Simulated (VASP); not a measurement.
# What goes wrong when the modes of InSb are computed with a bad input, part 2 of 2

Aim: see how common mistakes in a phonon run show up, on InSb. The starting structure is a measured crystal structure from the Crystallography Open Database.

VASP 6.6.1.

Results so far: reference T2 177.7 cm⁻¹; finite displacements, else as the reference T2 177.7 cm⁻¹; one-sided displacements T2 177.7 cm⁻¹; a k mesh far too coarse T2 67.7 cm⁻¹.

## 6. Modes with a loose electronic threshold

Level of this step: LDA; plane waves and PAW (Sb, In_d) (VASP).

A slip made on purpose: a loose electronic threshold. Against step 2 the input has EDIFF = 1E-04, IBRION = 6, NFREE = 2 and POTIM = 0.015 (also changed: NELM and NSW).

INCAR reads:

```
SYSTEM = InSb
PREC = Accurate
ENCUT = 450
EDIFF = 1E-04
NELM = 60
ISMEAR = 1
SIGMA = 0.15
LREAL = .FALSE.
ALGO = Normal
GGA = CA
NBANDS = 15
LORBIT = 11
LWAVE = .FALSE.
LCHARG = .FALSE.
KPAR = 4
IBRION = 6
NFREE = 2
POTIM = 0.015
NSW = 1
ISIF = 2
```

POSCAR reads:

```
InSb
1.0
    0.0000000000      3.2275521464      3.2275521464
    3.2275521464      0.0000000000      3.2275521464
    3.2275521464      3.2275521464      0.0000000000
Sb In
1 1
Direct
    0.7500000000      0.7500000000      0.7500000000
    0.0000000000      0.0000000000      0.0000000000
```

KPOINTS reads:

```
Automatic mesh
0
Gamma
12 12 12
0 0 0
```

Potentials, in the order of the species: Sb and In_d (LDA family, release 64).

Started as:

```bash
mpirun -np 4 vasp_std
```

The program printed:

```text
[... set-up lines as in an earlier step ...]
 entering main loop
       N       E                     dE             d eps       ncg     rms          rms(c)
[... 8 cycles as in an earlier step ...]
DAV:   9    -0.821687320821E+01   -0.86681E-04   -0.62503E-04  2615   0.244E-01
   1 F= -.82168732E+01 E0= -.82169249E+01  d E =0.155027E-03
[...]
2 F= -.82160951E+01 E0= -.82161491E+01  d E =0.161960E-03
[...]
3 F= -.82160967E+01 E0= -.82161506E+01  d E =0.161887E-03
[...]
4 F= -.82161023E+01 E0= -.82161563E+01  d E =0.162108E-03
[...]
5 F= -.82160983E+01 E0= -.82161523E+01  d E =0.161861E-03
 Finite differences progress:
  Degree of freedom:   2/  2
  Displacement:        2/  2
  Total:               4/  4
```

Wall time 33 s (4 MPI ranks of AMD EPYC 9R45, shared host); peak memory 1.8 GiB; 2.1 min of CPU time.

From OUTCAR (step 6):

```text
  Total        0.0891761      0.0892957      0.0892957      0.0000000      0.1419939      0.0000000
  in kB        2.1247561      2.1276072      2.1276072      0.0000000      3.3832212      0.0000000
  external PRESSURE =       2.1266568 kB  Pullay stress =       0.0000000 kB

 POSITION                                       TOTAL-FORCE (eV/Angst)
 -----------------------------------------------------------------------------------
      4.84133      4.84133      4.84133        -0.109565     -0.000000     -0.000000
     -0.01500      0.00000      0.00000         0.109565      0.000000      0.000000
 -----------------------------------------------------------------------------------
    total drift:                                0.014171      0.000038      0.000038

  FREE ENERGIE OF THE ION-ELECTRON SYSTEM (eV)
  ---------------------------------------------------
  free  energy   TOTEN  =        -8.2160983282 eV

  energy  without entropy=       -8.2162601896  energy(sigma->0) =       -8.21615228

[... 2 parts as in an earlier step ...]

[... 1 further part left out ...]
[key lines of the parts left out:]
E-fermi :   5.0309
```

With a loose electronic threshold the mode is T2 181.6 cm⁻¹, +3.9 cm⁻¹ from finite displacements, else as the reference.

## 7. Modes with low precision and real-space projectors

A slip made on purpose: low precision and real-space projectors. Against step 2 the input has PREC = Low, LREAL = Auto, IBRION = 6, NFREE = 2 and POTIM = 0.015 (also changed: NELM and NSW).

Changes to INCAR since step 6:

```diff
@@ -1,5 +1,5 @@
 SYSTEM = InSb
-PREC = Accurate
+PREC = Low
 ENCUT = 450
-EDIFF = 1E-04
+EDIFF = 1E-08
 NELM = 60
@@ -7,3 +7,3 @@
 SIGMA = 0.15
-LREAL = .FALSE.
+LREAL = Auto
 ALGO = Normal
```

POSCAR is that of step 6.

KPOINTS is that of step 6.

Started as:

```bash
mpirun -np 4 vasp_std
```

The program printed:

```text
[banner, memory and clock lines left out]
running    4 mpi-ranks, on    1 nodes
[...]
|                                                                             |
|               ----> ADVICE to this user running VASP <----                  |
|                                                                             |
|     You have a (more or less) 'small supercell' and for smaller cells       |
|     it is recommended to use the reciprocal-space projection scheme!        |
|     The real-space optimization is not efficient for small cells and it     |
|     is also less accurate ...                                               |
|     Therefore, set LREAL=.FALSE. in the INCAR file.                         |
|                                                                             |

 LDA part: xc-table for (Slater(with rela. corr.)+CA(PZ))
 , standard interpolation
 POSCAR, INCAR and KPOINTS ok, starting setup
[...]
entering main loop
       N       E                     dE             d eps       ncg     rms          rms(c)
DAV:   1     0.108421428008E+03    0.10842E+03   -0.73078E+03  2167   0.108E+03
DAV:   2    -0.154671284815E+01   -0.10997E+03   -0.10682E+03  2447   0.271E+02
DAV:   3    -0.833389748242E+01   -0.67872E+01   -0.67541E+01  2699   0.740E+01
DAV:   4    -0.852231725064E+01   -0.18842E+00   -0.18838E+00  2762   0.147E+01
[...]
DAV:  11    -0.837244868208E+01   -0.37863E-05   -0.95696E-06  2622   0.416E-02    0.195E-02
DAV:  12    -0.837244854873E+01    0.13335E-06   -0.67220E-07  3142   0.101E-02    0.499E-03
DAV:  13    -0.837244855765E+01   -0.89149E-08   -0.99699E-08  2657   0.312E-03
   1 F= -.83724486E+01 E0= -.83725009E+01  d E =0.157095E-03
[... from here on, the cycles between the ionic steps are left out ...]
   2 F= -.83780741E+01 E0= -.83781288E+01  d E =0.164024E-03
   3 F= -.83780752E+01 E0= -.83781298E+01  d E =0.164020E-03
   4 F= -.83685744E+01 E0= -.83686291E+01  d E =0.164151E-03
   5 F= -.83685827E+01 E0= -.83686374E+01  d E =0.164152E-03
 Finite differences progress:
  Degree of freedom:   2/  2
  Displacement:        2/  2
  Total:               4/  4
```

It took 44 s on 4 MPI ranks; peak memory 1.2 GiB; 2.9 min of CPU time.

OUTCAR, selected parts (step 7):

```text
  Total        0.3540687      0.5038583      0.5038583      0.0000000      0.0787893      0.0000000
  in kB        8.4362288     12.0051941     12.0051941      0.0000000      1.8772745      0.0000000
  external PRESSURE =      10.8155390 kB  Pullay stress =       0.0000000 kB

 POSITION                                       TOTAL-FORCE (eV/Angst)
 -----------------------------------------------------------------------------------
      4.84133      4.84133      4.84133        -0.344744     -0.000000     -0.000000
     -0.01500      0.00000      0.00000         0.344744      0.000000      0.000000
 -----------------------------------------------------------------------------------
    total drift:                                0.487173     -0.000083     -0.000036

  FREE ENERGIE OF THE ION-ELECTRON SYSTEM (eV)
  ---------------------------------------------------
  free  energy   TOTEN  =        -8.3685826722 eV

  energy  without entropy=       -8.3687468243  energy(sigma->0) =       -8.36863739

[... 2 parts as in an earlier step ...]

[... 1 further part left out ...]
[key lines of the parts left out:]
E-fermi :   5.0107
```

Three frequencies should lie near zero, those of the translations, and here fewer than three do (the smallest in size are -26.7, -26.7 and -26.7 cm⁻¹), so no mode of this run is used. As printed, the frequencies run from -26.7 to 353.3 cm⁻¹, imaginary ones as negative numbers.

## 8. All runs side by side

| run | ended | T2 | method | core minutes |
| --- | --- | --- | --- | --- |
| reference | converged | 177.7 | perturbation theory | 6.0 |
| finite displacements, else as the reference | converged | 177.7 | finite displacements | 4.2 |
| one-sided displacements | converged | 177.7 | finite displacements | 2.4 |
| a k mesh far too coarse | converged | 67.7 | perturbation theory | 0.293 |
| a loose electronic threshold | converged | 181.6 | finite displacements | 2.2 |
| low precision and real-space projectors | finished, not usable | - | finite displacements | 2.93 |

Modes are in cm⁻¹, degenerate ones as one, matched between runs by symmetry and order. A number in brackets counts the listed modes of one symmetry from the lowest. The symmetry labels come from an automatic analysis and can be wrong where levels nearly coincide. Core minutes are wall time times ranks of the run shown, on a shared host.

## 9. Summary of results

- T2, reference: 177.7 cm⁻¹
- T2, finite displacements, else as the reference: 177.7 cm⁻¹
- T2, one-sided displacements: 177.7 cm⁻¹
- T2, a k mesh far too coarse: 67.7 cm⁻¹
- T2, a loose electronic threshold: 181.6 cm⁻¹
- run with low precision and real-space projectors: finished, not usable

What this shows: Finished, but so rough that the translations don't all come out near zero: low precision and real-space projectors. Finished, but with signs in the output that stand out against the reference: a k mesh far too coarse, with modes off by up to -110 cm⁻¹, in T2 (signs: a pressure of 6.8 GPa on the undisplaced cell); a loose electronic threshold, with modes off by up to +3.9 cm⁻¹, in T2 (signs: a pressure of -0.1 GPa on the undisplaced cell and a translation at -3 cm⁻¹ instead of zero). Little came of one-sided displacements in this material. Runs with finite displacements are held against the sound run of that kind. Further runs on this material are not shown.

[Lines on the potential files, build, host, timing and source positions are cut from VASP's logs without a mark.]

[Logs are printed without paths, hosts, clocks, repeated set-up lines and the standing remarks that a program may print on its own settings, such as how far it seeks lower states.]

[Hosts, paths, dates, database ids (printed as entryN), source tags and the programs' standing remarks are cut or masked in the printed files.]
